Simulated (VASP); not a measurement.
# CdSiN$_{2}$ in VASP 6.6.1, single-point calculation

INCAR

```
ISYM = 0
LASPH = .TRUE.
METAGGA = M06L
IBRION = -1
ENCUT = 520
ISMEAR = -1
SIGMA = 0.02
LWAVE = .FALSE.
LCHARG = .FALSE.
NSW = 0
EDIFF = 1E-7
LREAL = .FALSE.
PREC = Accurate
ISIF = 2
NELM = 120
NBANDS = 21
```

KPOINTS

```
KPOINTS created by Atomic Simulation Environment
0
Gamma
4 4 4
0 0 0
```

POSCAR

```
Cd N  Si
 1.0000000000000000
     3.1195469186000002    0.0000000000000000    0.0000000000000000
     0.0000000000000000    3.1195469186000002    0.0000000000000000
     0.0000000000000000    0.0000000000000000    4.9845767749999998
 Cd  N   Si
   1   2   1
Cartesian
 -0.0000000000000000  0.0000000000000000  0.0000000000000000
  0.0000000000000000  1.5597734593000001  1.6037811972773017
  1.5597734593000001  0.0000000000000000  3.3807955777226981
  1.5597734593000001  1.5597734593000001  2.4922883874999999
```

The recommended PBE PAW datasets give the neutral cell 26 valence electrons.

Command

```
mpirun -np 1 vasp_std
```

OSZICAR

```
N       E                     dE             d eps       ncg     rms          rms(c)
DAV:   1    -0.199548237781E+11   -0.19955E+11   -0.18692E+11  2896   0.985E+08
DAV:   2    -0.257879396510E+11   -0.58331E+10   -0.57777E+10  1909   0.513E+09
DAV:   3    -0.259406710249E+11   -0.15273E+09   -0.15215E+09  2355   0.105E+09
DAV:   4    -0.259427110708E+11   -0.20400E+07   -0.20379E+07  2232   0.116E+08
DAV:   5    -0.259427734090E+11   -0.62338E+05   -0.64672E+05  2552   0.240E+07    0.221E+02
DAV:   6     0.687306075292E+03    0.25943E+11   -0.97719E+04  2908   0.122E+03    0.214E+03
DAV:   7    -0.595020658885E+03   -0.12823E+04   -0.10763E+04  2192   0.857E+02    0.438E+02
DAV:   8    -0.842950973720E+05   -0.83700E+05   -0.80607E+05  2376   0.677E+03    0.712E+03
DAV:   9    -0.412919628306E+06   -0.32862E+06   -0.41899E+06  1538   0.337E+04    0.192E+02
DAV:  10    -0.164144085814E+05    0.39651E+06   -0.15715E+05  3024   0.518E+02    0.175E+02
...
DAV:  26    -0.101818248998E+11   -0.10182E+11   -0.10191E+11  1656   0.147E+07    0.298E+03
DAV:  27    -0.328510996985E+09    0.98533E+10   -0.69047E+08  2438   0.133E+07    0.122E+04
DAV:  28    -0.601438601070E+07    0.32250E+09   -0.15651E+07  2444   0.532E+05    0.169E+04
DAV:  29    -0.297495129701E+06    0.57169E+07   -0.74569E+06  1512   0.701E+05    0.542E+03
DAV:  30    -0.147111838124E+13   -0.14711E+13   -0.19072E+11  2742   0.503E+07    0.158E+04
DAV:  31    -0.434329478612E+08    0.14711E+13   -0.75342E+07  2543   0.506E+05    0.204E+04
DAV:  32    -0.109437495406E+10   -0.10509E+10   -0.10664E+10  2434   0.482E+05    0.135E+04
DAV:  33    -0.893562576334E+14   -0.89355E+14   -0.50665E+13  2998   0.691E+06    0.318E+03
DAV:  34    -0.546850147729E+10    0.89351E+14   -0.54092E+10  2452   0.130E+05    0.172E+04
DAV:  35    -0.328869660625E+15   -0.32886E+15   -0.32324E+15  2260   0.196E+08    0.502E+03
```

Standard output (part)

```
...
  6.067382194032689E-004
 WARNING: Sub-Space-Matrix is not hermitian in DAV           21
  2.360078170030505E-003
 WARNING: Sub-Space-Matrix is not hermitian in DAV           22
  1.093086159502373E-003
 WARNING: Sub-Space-Matrix is not hermitian in DAV           24
 -9.550440509772656E-004
 WARNING: Sub-Space-Matrix is not hermitian in DAV           25
  5.171478339385112E-004
 WARNING: Sub-Space-Matrix is not hermitian in DAV           14
 -3.193879046617733E-003
 WARNING: Sub-Space-Matrix is not hermitian in DAV           11
 -2.169706686175556E-004
 WARNING: Sub-Space-Matrix is not hermitian in DAV           14
 -3.038507704935970E-003
 WARNING: Sub-Space-Matrix is not hermitian in DAV           19
 -3.228815790742620E-003
 WARNING: Sub-Space-Matrix is not hermitian in DAV           24
 -3.191751750220449E-003
 WARNING: Sub-Space-Matrix is not hermitian in DAV           23
  1.698133412018114E-004
 WARNING: Sub-Space-Matrix is not hermitian in DAV           10
 -4.141877411757321E-004
 WARNING: Sub-Space-Matrix is not hermitian in DAV           12
 -1.357738437539715E-003
 WARNING: Sub-Space-Matrix is not hermitian in DAV           13
  2.422501940913312E-004
 WARNING: Sub-Space-Matrix is not hermitian in DAV           15
 -1.331224347974715E-003
 WARNING: Sub-Space-Matrix is not hermitian in DAV           16
 -3.609253266783169E-004
 WARNING: Sub-Space-Matrix is not hermitian in DAV           22
 -3.842936346439198E-003
 WARNING: Sub-Space-Matrix is not hermitian in DAV            2
 -9.954253587310242E-003
 WARNING: Sub-Space-Matrix is not hermitian in DAV           10
 -4.592419109302794E-002
 WARNING: Sub-Space-Matrix is not hermitian in DAV           11
 -4.015041784109839E-002
 WARNING: Sub-Space-Matrix is not hermitian in DAV           12
 -5.704535562202048E-002
 WARNING: Sub-Space-Matrix is not hermitian in DAV           18
 -3.772132086830055E-002
 WARNING: Sub-Space-Matrix is not hermitian in DAV           20
 -4.451490321244889E-002
 WARNI
```

VASP stopped with an error.

The run took about 4.1 min on one core of a shared host (Intel Xeon Platinum 8488C) and held 0.19 GiB at most.
